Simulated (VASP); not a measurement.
Output of a VASP run:

### OSZICAR
```
...
RMM:   3    -0.329333484351E+03   -0.31036E-03   -0.68554E-03  1532   0.181E-01    0.102E-01
RMM:   4    -0.329333445600E+03    0.38751E-04   -0.73693E-04  1547   0.646E-02    0.703E-02
RMM:   5    -0.329333412188E+03    0.33412E-04   -0.19343E-04  1514   0.339E-02    0.340E-02
RMM:   6    -0.329333417488E+03   -0.53002E-05   -0.66644E-05  1362   0.151E-02
   8 F= -.32933342E+03 E0= -.32931920E+03  d E =-.540971E-02  mag=     1.0000
       N       E                     dE             d eps       ncg     rms          rms(c)
DAV:   1    -0.329328988832E+03    0.44234E-02   -0.25468E+00  1608   0.305E+00    0.291E-01
RMM:   2    -0.329334264957E+03   -0.52761E-02   -0.56880E-02  1532   0.489E-01    0.203E-01
RMM:   3    -0.329334570505E+03   -0.30555E-03   -0.68717E-03  1532   0.181E-01    0.105E-01
RMM:   4    -0.329334529943E+03    0.40561E-04   -0.73746E-04  1548   0.641E-02    0.738E-02
RMM:   5    -0.329334496179E+03    0.33764E-04   -0.19753E-04  1513   0.338E-02    0.349E-02
RMM:   6    -0.329334501722E+03   -0.55428E-05   -0.65506E-05  1355   0.151E-02
   9 F= -.32933450E+03 E0= -.32932028E+03  d E =-.649394E-02  mag=     1.0000
       N       E                     dE             d eps       ncg     rms          rms(c)
DAV:   1    -0.329334426052E+03    0.70128E-04   -0.10252E-01  1704   0.611E-01    0.543E-02
RMM:   2    -0.329334620916E+03   -0.19486E-03   -0.21143E-03  1532   0.946E-02    0.362E-02
RMM:   3    -0.329334632168E+03   -0.11252E-04   -0.25672E-04  1457   0.350E-02    0.182E-02
RMM:   4    -0.329334630627E+03    0.15412E-05   -0.27196E-05   989   0.122E-02
  10 F= -.32933463E+03 E0= -.32932041E+03  d E =-.662284E-02  mag=     1.0000
       N       E                     dE             d eps       ncg     rms          rms(c)
DAV:   1    -0.329334221718E+03    0.41045E-03   -0.13229E+00  1592   0.219E+00    0.179E-01
RMM:   2    -0.329336352839E+03   -0.21311E-02   -0.23756E-02  1534   0.299E-01    0.104E-01
RMM:   3    -0.329336431761E+03   -0.78921E-04   -0.27622E-03  1532   0.110E-01    0.596E-02
RMM:   4    -0.329336410685E+03    0.21076E-04   -0.30441E-04  1512   0.376E-02    0.403E-02
RMM:   5    -0.329336398233E+03    0.12452E-04   -0.87615E-05  1349   0.197E-02    0.130E-02
RMM:   6    -0.329336400270E+03   -0.20369E-05   -0.23346E-05   989   0.980E-03
  11 F= -.32933640E+03 E0= -.32932218E+03  d E =-.176964E-02  mag=     1.0000
       N       E                     dE             d eps       ncg     rms          rms(c)
DAV:   1    -0.329336311351E+03    0.86882E-04   -0.88026E-02  1680   0.565E-01    0.467E-02
RMM:   2    -0.329336458944E+03   -0.14759E-03   -0.16313E-03  1534   0.780E-02    0.284E-02
RMM:   3    -0.329336463947E+03   -0.50032E-05   -0.18404E-04  1452   0.285E-02    0.166E-02
RMM:   4    -0.329336462460E+03    0.14866E-05   -0.22354E-05   966   0.105E-02
  12 F= -.32933646E+03 E0= -.32932224E+03  d E =-.183183E-02  mag=     1.0000
       N       E                     dE             d eps       ncg     rms          rms(c)
DAV:   1    -0.329336390562E+03    0.73385E-04   -0.85482E-01  1616   0.176E+00    0.126E-01
RMM:   2    -0.329337431661E+03   -0.10411E-02   -0.11575E-02  1532   0.223E-01    0.828E-02
RMM:   3    -0.329337478567E+03   -0.46906E-04   -0.13781E-03  1532   0.802E-02    0.465E-02
RMM:   4    -0.329337466927E+03    0.11640E-04   -0.15246E-04  1461   0.281E-02    0.310E-02
RMM:   5    -0.329337461101E+03    0.58258E-05   -0.49283E-05  1223   0.157E-02
  13 F= -.32933746E+03 E0= -.32932324E+03  d E =-.998641E-03  mag=     1.0000
```

OUTCAR:
```
------------------------ aborting loop because EDIFF is reached ----------------------------------------
  FORCE on cell =-STRESS in cart. coord.  units (eV):
  Direction    XX          YY          ZZ          XY          YZ          ZX
  --------------------------------------------------------------------------------------
  Total      -41.5551000    -41.0230798    -43.7482060      0.0006696      0.0022947     -0.0057609
  in kB      -74.6379948    -73.6824220    -78.5770790      0.0012027      0.0041215     -0.0103472
  external PRESSURE =     -75.6324986 kB  Pullay stress =       0.0000000 kB
  volume of cell :      892.02
      direct lattice vectors                 reciprocal lattice vectors
     4.932320690 -8.543031394  0.000000000     0.101372160 -0.058527234  0.000000000
     4.932320690  8.543031394  0.000000000     0.101372160  0.058527234  0.000000000
     0.000000000  0.000000000 10.584775396     0.000000000  0.000000000  0.094475316
  FREE ENERGIE OF THE ION-ELECTRON SYSTEM (eV)
  ---------------------------------------------------
  free  energy   TOTEN  =      -329.3374611009 eV

  energy  without entropy=     -329.3090212524  energy(sigma->0) =     -329.32324118

 total charge

# of ion       s       p       d       tot
------------------------------------------
    1        0.436   0.450   9.884  10.770
    2        0.435   0.445   9.880  10.760
    3        0.436   0.449   9.883  10.768
    4        0.431   0.434   9.881  10.746
    5        0.434   0.443   9.883  10.760
    6        0.435   0.445   9.880  10.760
    7        0.433   0.441   9.883  10.757
    8        0.431   0.434   9.881  10.746
    9        0.436   0.450   9.884  10.771
   10        0.436   0.450   9.881  10.768
   11        0.436   0.449   9.883  10.768
   12        0.434   0.445   9.884  10.763
   13        0.436   0.450   9.884  10.770
   14        0.435   0.445   9.880  10.760
   15        0.435   0.446   9.883  10.764
   16        0.431   0.434   9.881  10.746
   17        0.434   0.443   9.883  10.760
   18        0.438   0.454   9.884  10.777
   19        0.433   0.441   9.883  10.757
   20        0.434   0.443   9.883  10.760
   21        0.435   0.445   9.880  10.760
   22        0.433   0.441   9.883  10.757
   23        0.431   0.434   9.881  10.747
   24        0.436   0.449   9.883  10.769
   25        0.437   0.450   9.881  10.767
   26        0.435   0.446   9.883  10.764
   27        0.436   0.449   9.885  10.770
   28        0.436   0.450   9.884  10.770
   29        0.435   0.445   9.880  10.760
   30        0.435   0.447   9.883  10.764
   31        0.431   0.434   9.881  10.746
   32        0.436   0.450   9.884  10.771
   33        0.435   0.445   9.880  10.760
   34        0.436   0.449   9.883  10.768
   35        0.431   0.434   9.881  10.746
   36        1.571   3.455   0.000   5.025
   37        1.571   3.449   0.000   5.020
   38        1.571   3.448   0.000   5.020
   39        1.571   3.453   0.000   5.024
   40        1.570   3.494   0.000   5.064
   41        1.571   3.449   0.000   5.020
   42        1.571   3.449   0.000   5.019
   43        1.571   3.453   0.000   5.024
   44        1.571   3.455   0.000   5.025
   45        1.571   3.452   0.000   5.022
   46        1.571   3.448   0.000   5.020
   47        1.571   3.451   0.000   5.022
   48        1.570   3.448   0.000   5.018
...
```
(Selected blocks of OUTCAR.)

File POSCAR:
```
AlZn35O36
1
    4.9323206900    -8.5430313936     0.0000000000
    4.9323206900     8.5430313936     0.0000000000
    0.0000000000     0.0000000000    10.5847753959
Zn O Al
35 36 1
Direct
  0.2222220000   0.1111110000   0.2500000000
  0.1111110000   0.2222220000   0.0000000000
  0.2222220000   0.1111110000   0.7500000000
  0.1111110000   0.2222220000   0.5000000000
  0.2222220000   0.4444440000   0.2500000000
  0.1111110000   0.5555560000   0.0000000000
  0.2222220000   0.4444440000   0.7500000000
  0.1111110000   0.5555560000   0.5000000000
  0.2222220000   0.7777780000   0.2500000000
  0.1111110000   0.8888890000   0.0000000000
  0.2222220000   0.7777780000   0.7500000000
  0.1111110000   0.8888890000   0.5000000000
  0.5555560000   0.1111110000   0.2500000000
  0.4444440000   0.2222220000   0.0000000000
  0.5555560000   0.1111110000   0.7500000000
  0.4444440000   0.2222220000   0.5000000000
  0.5555560000   0.4444440000   0.2500000000
  0.4444440000   0.5555560000   0.0000000000
  0.5555560000   0.4444440000   0.7500000000
  0.5555560000   0.7777780000   0.2500000000
  0.4444440000   0.8888890000   0.0000000000
  0.5555560000   0.7777780000   0.7500000000
  0.4444440000   0.8888890000   0.5000000000
  0.8888890000   0.1111110000   0.2500000000
  0.7777780000   0.2222220000   0.0000000000
  0.8888890000   0.1111110000   0.7500000000
  0.7777780000   0.2222220000   0.5000000000
  0.8888890000   0.4444440000   0.2500000000
  0.7777780000   0.5555560000   0.0000000000
  0.8888890000   0.4444440000   0.7500000000
  0.7777780000   0.5555560000   0.5000000000
  0.8888890000   0.7777780000   0.2500000000
  0.7777780000   0.8888890000   0.0000000000
  0.8888890000   0.7777780000   0.7500000000
  0.7777780000   0.8888890000   0.5000000000
  0.2222220000   0.1111110000   0.4410000000
  0.1111110000   0.2222220000   0.1910000000
  0.2222220000   0.1111110000   0.9410000000
  0.1111110000   0.2222220000   0.6910000000
  0.2230370000   0.4445880000   0.4365480000
  0.1111110000   0.5555560000   0.1910000000
  0.2222220000   0.4444440000   0.9410000000
  0.1111110000   0.5555560000   0.6910000000
  0.2222220000   0.7777780000   0.4410000000
  0.1111110000   0.8888890000   0.1910000000
  0.2222220000   0.7777780000   0.9410000000
  0.1111110000   0.8888890000   0.6910000000
  0.5555560000   0.1111110000   0.4410000000
  0.4444440000   0.2222220000   0.1910000000
  0.5555560000   0.1111110000   0.9410000000
  0.4444440000   0.2222220000   0.6910000000
  0.5520270000   0.4441260000   0.4382520000
  0.4444440000   0.5555560000   0.1910000000
  0.5555560000   0.4444440000   0.9410000000
  0.4470010000   0.5578400000   0.6929260000
  0.5553270000   0.7725700000   0.4416310000
  0.4444440000   0.8888890000   0.1910000000
  0.5555560000   0.7777780000   0.9410000000
  0.4444440000   0.8888890000   0.6910000000
  0.8888890000   0.1111110000   0.4410000000
  0.7777780000   0.2222220000   0.1910000000
  0.8888890000   0.1111110000   0.9410000000
  0.7777780000   0.2222220000   0.6910000000
  0.8888890000   0.4444440000   0.4410000000
  0.7777780000   0.5555560000   0.1910000000
  0.8888890000   0.4444440000   0.9410000000
  0.7777780000   0.5555560000   0.6910000000
  0.8888890000   0.7777780000   0.4410000000
  0.7777780000   0.8888890000   0.1910000000
  0.8888890000   0.7777780000   0.9410000000
  0.7777780000   0.8888890000   0.6910000000
  0.4398020000   0.5552580000   0.4992950000
```

Write an INCAR and KPOINTS that could have produced this output.

Several could match; the one computed here: the input of the run itself, PBE GGA, plane waves, VASP's PBE PAW potentials (set 64).

### INCAR
```
# general
SYSTEM  = AlZn35O36
PREC    = Normal
ENCUT   = 400
LREAL   = Auto
LASPH   = .True.
ISYM    = 0
NELECT  = 637.0

# electronic loop
EDIFF   = 1E-5
NELM    = 100
NELMIN  = 4
ALGO    = Fast
LMAXMIX = 4

# smearing
ISMEAR  = 0
SIGMA   = 0.05

# functional
GGA     = PE

# spin
ISPIN   = 2
MAGMOM  = 72*0.0139
NUPDOWN = 1

# ions
IBRION  = 2
NSW     = 60
ISIF    = 2
EDIFFG  = -0.03

# output
LWAVE   = .False.
LCHARG  = .False.
LORBIT  = 10
```

File KPOINTS:
```
Automatic mesh
0
Gamma
1 1 1
0 0 0
```

POTCAR, in this order: Zn O Al (PBE.64 set). Program: vasp_gam.

At this cut-off the stress carries a Pulay error, which pulls relaxed volumes low. The cell is charged, with a uniform compensating background. The supercell is sampled at Γ alone, which is coarse: total energies, pressure and levels can be off, energies of defects by several tenths of an eV.

The cell is a supercell with a defect, built from ZnO (wurtzite): Al_Zn, charge +2.
